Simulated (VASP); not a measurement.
# ZrC: input slips in a relaxation and what they do

Some relaxations of ZrC get a fault in the input on purpose. Which of them show, and how? The starting structure is a measured crystal structure from the Crystallography Open Database.

Program: VASP 6.6.1. Level of theory: Kohn-Sham DFT with plane waves and PAW; PBEsol. Results are calculated unless marked as measured.

The database entry behind the starting cell differs from later determinations by our own check (an axis about 0.7 % long against later determinations), so it need not match the best structure at ambient conditions.

### Step 1. Starting point

The structure is cubic, space group Fm-3m (No. 225). The conventional cell has a = 4.730 Å, b = 4.730 Å, c = 4.730 Å, α = 90.00°, β = 90.00°, γ = 90.00°. Nearest to Zr lie 6 C at 2.37 Å. Nearest to C lie 6 Zr at 2.37 Å. Farther neighbours are not listed.

### Step 2. Reference relaxation

This run starts from the cell of an earlier relaxation, which isn't shown; the restart sets up the plane waves anew.

Input file INCAR:

```
SYSTEM = ZrC
PREC = Accurate
ENCUT = 520
EDIFF = 1E-06
NELM = 100
ISMEAR = 1
SIGMA = 0.1
LREAL = .FALSE.
ALGO = Normal
GGA = PS
NBANDS = 14
LORBIT = 11
LWAVE = .FALSE.
LCHARG = .FALSE.
KPAR = 2
IBRION = 2
NSW = 50
ISIF = 3
EDIFFG = -0.01
```

Input file POSCAR:

```
ZrC
1.0
    0.0000000000      2.3355966657      2.3355966657
    2.3355966657      0.0000000000      2.3355966657
    2.3355966657      2.3355966657      0.0000000000
Zr C
1 1
Direct
    0.5000000000      0.5000000000      0.5000000000
    0.0000000000      0.0000000000      0.0000000000
```

Input file KPOINTS:

```
Automatic mesh
0
Gamma
10 10 10
0 0 0
```

The projector-augmented-wave data sets are Zr_sv and C (PBE family, release 64).

Launch:

```bash
> mpirun -np 2 vasp_std
```

Log:

```text
[banner, memory and clock lines left out]
running    2 mpi-ranks, on    1 nodes
 distrk:  each k-point on    1 cores,    2 groups
 distr:  one band on    1 cores,    1 groups

 POSCAR found type information on POSCAR ZrC
 POSCAR found :  2 types and       2 ions
|                                                                             |
|               ----> ADVICE to this user running VASP <----                  |
|                                                                             |
|     You enforced a specific xc type in the INCAR file but a different       |
|     [... a line on the potential file left out ...]
|     I HOPE YOU KNOW WHAT YOU ARE DOING!                                     |
|                                                                             |

 LDA part: xc-table for (Slater+PW92), standard interpolation
 POSCAR, INCAR and KPOINTS ok, starting setup
 FFT: planning ... GRIDC
 FFT: planning ... GRID_SOFT
 FFT: planning ... GRID
 WAVECAR not read
 entering main loop
       N       E                     dE             d eps       ncg     rms          rms(c)
DAV:   1     0.101492847727E+03    0.10149E+03   -0.87058E+03  1316   0.116E+03
DAV:   2    -0.173534538634E+02   -0.11885E+03   -0.11082E+03  1658   0.304E+02
DAV:   3    -0.235732320667E+02   -0.62198E+01   -0.61762E+01  2128   0.611E+01
DAV:   4    -0.237796654374E+02   -0.20643E+00   -0.20636E+00  1626   0.700E+00
DAV:   5    -0.237818923726E+02   -0.22269E-02   -0.22269E-02  1820   0.725E-01    0.216E+01
DAV:   6    -0.207062616129E+02    0.30756E+01   -0.70689E+00  1580   0.233E+01    0.808E+00
DAV:   7    -0.205936234376E+02    0.11264E+00   -0.43900E-01  1506   0.570E+00    0.663E+00
DAV:   8    -0.205908594073E+02    0.27640E-02   -0.25102E-01  1532   0.395E+00    0.384E+00
DAV:   9    -0.205702740104E+02    0.20585E-01   -0.59588E-02  1490   0.173E+00    0.417E-01
DAV:  10    -0.205707685134E+02   -0.49450E-03   -0.21991E-03  1746   0.493E-01    0.499E-01
DAV:  11    -0.205704491872E+02    0.31933E-03   -0.10189E-03  1484   0.257E-01    0.485E-02
DAV:  12    -0.205704461816E+02    0.30057E-05   -0.20389E-05  1670   0.326E-02    0.780E-03
DAV:  13    -0.205704458519E+02    0.32973E-06   -0.63075E-07  1066   0.670E-03
   1 F= -.20570446E+02 E0= -.20570565E+02  d E =-.205704E+02
 curvature:   0.00 expect dE= 0.000E+00 dE for cont linesearch  0.000E+00
 trial: gam= 0.00000 g(F)=  0.493E-59 g(S)=  0.208E-05 ort = 0.000E+00 (trialstep = 0.100E+01)
 search vector abs. value=  0.208E-05
 reached required accuracy - stopping structural energy minimisation
```

Run time: 5.2 s. Hardware: 2 MPI ranks of Intel Xeon 6975P-C (Granite Rapids), shared host; peak memory 0.3 GiB.

The logs omit lines about the potential files and the build; timing stands in the text.

From OUTCAR (step 2):

```text
ion  position               nearest neighbor table
   1  0.500  0.500  0.500-   2 2.34   2 2.34   2 2.34   2 2.34   2 2.34   2 2.34
   2  0.000  0.000  0.000-   1 2.34   1 2.34   1 2.34   1 2.34   1 2.34   1 2.34

  LATTYP: Found a face centered cubic cell.
 ALAT       =     4.6711933314

 Subroutine GETGRP returns: Found 48 space group operations
 (whereof 48 operations were pure point group operations)

The static configuration has the point symmetry O_h .

 Found     47 irreducible k-points:

   k-points           NKPTS =     47   k-points in BZ     NKDIM =     47   number of bands    NBANDS=     14

   dimension x,y,z NGX =    28 NGY =   28 NGZ =   28
   dimension x,y,z NGXF=    56 NGYF=   56 NGZF=   56

   ENCUT  =  520.0 eV  38.22 Ry    6.18 a.u.   6.14  6.14  6.14*2*pi/ulx,y,z

   NELECT =      16.0000    total number of electrons

 k-points in reciprocal lattice and weights: Automatic mesh
   0.00000000  0.00000000  0.00000000       0.001
   0.10000000  0.00000000  0.00000000       0.008
   0.20000000  0.00000000  0.00000000       0.008
   0.30000000  0.00000000  0.00000000       0.008
   0.40000000  0.00000000  0.00000000       0.008
   0.50000000  0.00000000  0.00000000       0.004
   0.10000000  0.10000000  0.00000000       0.006
   0.20000000  0.10000000  0.00000000       0.024
   0.30000000  0.10000000  0.00000000       0.024
[...]
-0.30000000  0.40000000  0.20000000       0.024
  -0.30000000  0.50000000  0.20000000       0.012

 average (electrostatic) potential at core
       1 -72.7322       2 -44.0363

 E-fermi :   9.7182

 k-point     1 :       0.0000    0.0000    0.0000
  band No.  band energies     occupation
      1     -38.1931      2.00000
      2     -15.9212      2.00000
      3     -15.9212      2.00000
      4     -15.9212      2.00000
      5      -1.6367      2.00000
      6      10.6668     -0.00000
      7      10.6668     -0.00000
      8      10.6668     -0.00000
      9      10.7707     -0.00000
     10      10.7707     -0.00000
    ...

 k-point     2 :       0.1000    0.0000    0.0000
  band No.  band energies     occupation
    ...
      4     -15.9295      2.00000
      5      -1.4014      2.00000
      6       9.3203      2.00000
      7       9.6254      2.03205
      8       9.6254      2.03205
      9      11.1591     -0.00000
     10      11.1591     -0.00000
     11      11.6210     -0.00000
     12      13.7078      0.00000
     13      13.7078      0.00000
    ...

 k-point     3 :       0.2000    0.0000    0.0000
  band No.  band energies     occupation
    ...
      4     -15.9510      2.00000
      5      -0.7563      2.00000
      6       7.7115      2.00000
      7       8.4112      2.00000
      8       8.4112      2.00000
      9      11.8300      0.00000
     10      11.8300      0.00000
     11      12.2008      0.00000
     12      15.6337      0.00000
     13      15.6337      0.00000
    ...

  Total        0.0053621      0.0053621      0.0053621     -0.0000000      0.0000000      0.0000000
  in kB        0.3371468      0.3371468      0.3371468     -0.0000000      0.0000000      0.0000000
  external PRESSURE =       0.3371468 kB  Pullay stress =       0.0000000 kB

  energy-cutoff  :      520.00
  volume of cell :       25.48
      direct lattice vectors                 reciprocal lattice vectors
     0.000000000  2.335596666  2.335596666    -0.214078059  0.214078059  0.214078059
     2.335596666  0.000000000  2.335596666     0.214078059 -0.214078059  0.214078059
     2.335596666  2.335596666  0.000000000     0.214078059  0.214078059 -0.214078059

 POSITION                                       TOTAL-FORCE (eV/Angst)
 -----------------------------------------------------------------------------------
      2.33560      2.33560      2.33560        -0.000000     -0.000000      0.000000
      0.00000      0.00000      0.00000         0.000000      0.000000     -0.000000
 -----------------------------------------------------------------------------------
    total drift:                                0.000000      0.000000      0.000000

  FREE ENERGIE OF THE ION-ELECTRON SYSTEM (eV)
  ---------------------------------------------------
  free  energy   TOTEN  =       -20.5704458519 eV

  energy  without entropy=      -20.5708046089  energy(sigma->0) =      -20.57056544

 reached required accuracy - stopping structural energy minimisation

 total charge
# of ion       s       p       d       tot
------------------------------------------
    1        2.180   6.045   1.665   9.891
    2        0.882   1.471   0.000   2.353
--------------------------------------------------
tot          3.063   7.516   1.665  12.244

[... 3 further parts left out ...]
```

The PAW data sets were made with PBE, which is usual practice but a small mismatch for other functionals. The run keeps the 48 symmetry operations of its start, so it cannot find a distortion of lower symmetry.

The reference relaxation ends at 12.741 Å³ an atom.

### Step 3. Relaxation with too few electronic steps

A slip made on purpose: too few electronic steps. Against step 2 the input has NELM = 4 (also changed: NSW).

Edit INCAR of step 2 so:

```diff
@@ -4,3 +4,3 @@
 EDIFF = 1E-06
-NELM = 100
+NELM = 4
 ISMEAR = 1
@@ -16,3 +16,3 @@
 IBRION = 2
-NSW = 50
+NSW = 30
 ISIF = 3
```

Input file POSCAR:

```
ZrC
1.0
    0.0000000000      2.3650000000      2.3650000000
    2.3650000000      0.0000000000      2.3650000000
    2.3650000000      2.3650000000      0.0000000000
Zr C
1 1
Direct
    0.5000000000      0.5000000000      0.5000000000
    0.0000000000      0.0000000000      0.0000000000
```

KPOINTS is that of step 2.

Launch:

```bash
> mpirun -np 2 vasp_std
```

Log:

```text
[banner, memory and clock lines left out]
running    2 mpi-ranks, on    1 nodes
[...]
[... a notice as in an earlier step ...]

 LDA part: xc-table for (Slater+PW92), standard interpolation
 POSCAR, INCAR and KPOINTS ok, starting setup
[...]
entering main loop
       N       E                     dE             d eps       ncg     rms          rms(c)
DAV:   1     0.961508846892E+02    0.96151E+02   -0.86957E+03  1316   0.115E+03
DAV:   2    -0.174555843145E+02   -0.11361E+03   -0.10681E+03  1646   0.296E+02
DAV:   3    -0.236468312809E+02   -0.61912E+01   -0.61432E+01  2144   0.591E+01
DAV:   4    -0.238029972906E+02   -0.15617E+00   -0.15612E+00  1572   0.638E+00
|                                                                             |
|           W    W    AA    RRRRR   N    N  II  N    N   GGGG   !!!           |
|           W    W   A  A   R    R  NN   N  II  NN   N  G    G  !!!           |
|           W    W  A    A  R    R  N N  N  II  N N  N  G       !!!           |
[...]
|     number of steps (NELM). The forces and other quantities evaluated       |
|     might not be reliable so examine the results carefully. If you find     |
|     spurious results, we suggest increasing NELM, if you were close to      |
|     convergence or switching to a different ALGO or adjusting the           |
|     density mixing parameters otherwise.                                    |
|                                                                             |

   1 F= -.23802997E+02 E0= -.23802964E+02  d E =-.238030E+02
[...]
|     The electronic self-consistency was not achieved in the given           |
[... from here on, the cycles between the ionic steps are left out ...]
   2 F= -.19518937E+02 E0= -.19519133E+02  d E =0.428406E+01
[...]
|     The electronic self-consistency was not achieved in the given           |
   3 F= -.20486909E+02 E0= -.20486980E+02  d E =0.331609E+01
   4 F= -.20558536E+02 E0= -.20558658E+02  d E =0.324446E+01
   5 F= -.20568793E+02 E0= -.20568913E+02  d E =0.323420E+01
   6 F= -.20570050E+02 E0= -.20570170E+02  d E =0.323295E+01
   7 F= -.20570935E+02 E0= -.20571055E+02  d E =0.323206E+01
   8 F= -.20571064E+02 E0= -.20571183E+02  d E =0.323193E+01
[...]
reached required accuracy - stopping structural energy minimisation
```

Elapsed: 14 s, on 2 MPI ranks; peak memory 0.33 GiB.

Parts of OUTCAR (step 3):

```text
  Total       -0.0137858     -0.0137858     -0.0137858      0.0000000      0.0000000      0.0000000
  in kB       -0.8671642     -0.8671642     -0.8671642      0.0000000      0.0000000      0.0000000
  external PRESSURE =      -0.8671642 kB  Pullay stress =       0.0000000 kB

 POSITION                                       TOTAL-FORCE (eV/Angst)
 -----------------------------------------------------------------------------------
      2.33527      2.33527      2.33527         0.000000      0.000000     -0.000000
      0.00000      0.00000      0.00000         0.000000     -0.000000      0.000000
 -----------------------------------------------------------------------------------
    total drift:                                0.000000      0.000000      0.000000

  FREE ENERGIE OF THE ION-ELECTRON SYSTEM (eV)
  ---------------------------------------------------
  free  energy   TOTEN  =       -20.5710637851 eV

  energy  without entropy=      -20.5714217303  energy(sigma->0) =      -20.57118310

[... 2 parts as in an earlier step ...]

[... 2 further parts left out ...]
[key lines of the parts left out:]
E-fermi :   9.7245
```

The search for the minimum reports success, but an electronic loop had used up its NELM cycles before it reached EDIFF, so the run counts as unconverged.

### Step 4. Relaxation with the cell held fixed (ISIF = 2)

A slip made on purpose: the cell held fixed (ISIF = 2). Against step 2 the input has ISIF = 2 (also changed: NELM).

Edit INCAR of step 3 so:

```diff
@@ -4,3 +4,3 @@
 EDIFF = 1E-06
-NELM = 4
+NELM = 60
 ISMEAR = 1
@@ -16,4 +16,4 @@
 IBRION = 2
-NSW = 30
-ISIF = 3
+NSW = 50
+ISIF = 2
 EDIFFG = -0.01
```

POSCAR is that of step 3.

KPOINTS is that of step 3.

Launch:

```bash
> mpirun -np 2 vasp_std
```

Log:

```text
[... set-up lines as in an earlier step ...]
 entering main loop
       N       E                     dE             d eps       ncg     rms          rms(c)
[... 4 cycles as in an earlier step ...]
DAV:   5    -0.238053295240E+02   -0.23322E-02   -0.23322E-02  1850   0.673E-01    0.201E+01
DAV:   6    -0.207110418209E+02    0.30943E+01   -0.73529E+00  1606   0.233E+01    0.735E+00
DAV:   7    -0.205734424675E+02    0.13760E+00   -0.46752E-01  1504   0.584E+00    0.611E+00
DAV:   8    -0.205707058799E+02    0.27366E-02   -0.30191E-01  1520   0.428E+00    0.392E+00
DAV:   9    -0.205452705389E+02    0.25435E-01   -0.70248E-02  1460   0.188E+00    0.298E-01
DAV:  10    -0.205457715410E+02   -0.50100E-03   -0.25337E-03  1780   0.512E-01    0.444E-01
DAV:  11    -0.205454848922E+02    0.28665E-03   -0.10116E-03  1448   0.259E-01    0.567E-02
DAV:  12    -0.205454802781E+02    0.46140E-05   -0.20084E-05  1660   0.333E-02    0.113E-02
DAV:  13    -0.205454797986E+02    0.47953E-06   -0.14602E-06  1376   0.834E-03
   1 F= -.20545480E+02 E0= -.20545578E+02  d E =-.205455E+02
[...]
reached required accuracy - stopping structural energy minimisation
```

It took 5.2 s on 2 MPI ranks; peak memory 0.3 GiB; 9.4 s of CPU time.

From OUTCAR (step 4):

```text
  Total       -1.3499739     -1.3499739     -1.3499739      0.0000000      0.0000000     -0.0000000
  in kB      -81.7546639    -81.7546639    -81.7546639      0.0000000      0.0000000     -0.0000000
  external PRESSURE =     -81.7546639 kB  Pullay stress =       0.0000000 kB

 POSITION                                       TOTAL-FORCE (eV/Angst)
 -----------------------------------------------------------------------------------
      2.36500      2.36500      2.36500        -0.000000      0.000000     -0.000000
      0.00000      0.00000      0.00000         0.000000     -0.000000      0.000000
 -----------------------------------------------------------------------------------
    total drift:                                0.000000      0.000000      0.000000

  FREE ENERGIE OF THE ION-ELECTRON SYSTEM (eV)
  ---------------------------------------------------
  free  energy   TOTEN  =       -20.5454797986 eV

  energy  without entropy=      -20.5457745543  energy(sigma->0) =      -20.54557805

[... 2 parts as in an earlier step ...]

[... 2 further parts left out ...]
[key lines of the parts left out:]
E-fermi :   9.2837
```

With the cell held fixed (ISIF = 2) the cell ends at 13.228 Å³ an atom, +3.82 % from the reference.

[end of part 1 of 2]

[Lines on the potential files, build, host, timing and source positions are cut from VASP's logs without a mark.]

[Logs are printed without paths, hosts, clocks, repeated set-up lines and the standing remarks that a program may print on its own settings, such as how far it seeks lower states.]

[Hosts, paths, dates, database ids (printed as entryN), source tags and the programs' standing remarks are cut or masked in the printed files.]
